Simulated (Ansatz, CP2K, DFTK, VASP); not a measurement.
# TaTe: 5 runs at one level of theory

```xyz
2
Lattice="3.4201 0.0000 0.0000 0.0000 3.4201 0.0000 0.0000 0.0000 3.4201" Properties=species:S:1:pos:R:3 pbc="T T T"
Ta    1.7100    1.7100    1.7100
Te    0.0000    0.0000    0.0000
```

The cell comes from a database or a generator and needn't be the stable form of this composition.

Alike in all runs: task equation of state; functional PBE; k mesh 8 × 8 × 8; occupations fermi-dirac, width 0.05 eV; no spin polarisation; no spin-orbit coupling.

| program and potentials | plane-wave cutoff (eV) | notes | equilibrium volume (Å³/atom) | bulk modulus (GPa) |
| --- | --- | --- | --- | --- |
| Ansatz, Ansatz PAW (earlier soft set) | 420 | - | 20.02 | 144.3 |
| CP2K, POTENTIAL_UZH Ta GTH-PBE-q13, Te GTH-PBE-q6; TZVP-MOLOPT-PBE-GTH basis | - | atomic basis | 20.21 | 143.0 |
| DFTK, PseudoDojo SR PBE 0.4.1 standard (PBE) | 1088 | - | 20.10 | 144.2 |
| Ansatz, all-electron LAPW, scalar-relativistic | - | - | 20.03 | 143.7 |
| VASP, PBE PAW files Ta_pv, Te, 520 eV | 520 | - | ? | ? |

Q: Estimate from the other rows what the run with VASP, PBE PAW files Ta_pv, Te, 520 eV gave.

A: Equilibrium volume 20.03 Å³/atom; bulk modulus 144.7 GPa. The other rows, which needn't bracket it: equilibrium volume 20.02 to 20.21; bulk modulus 143.0 to 144.3.
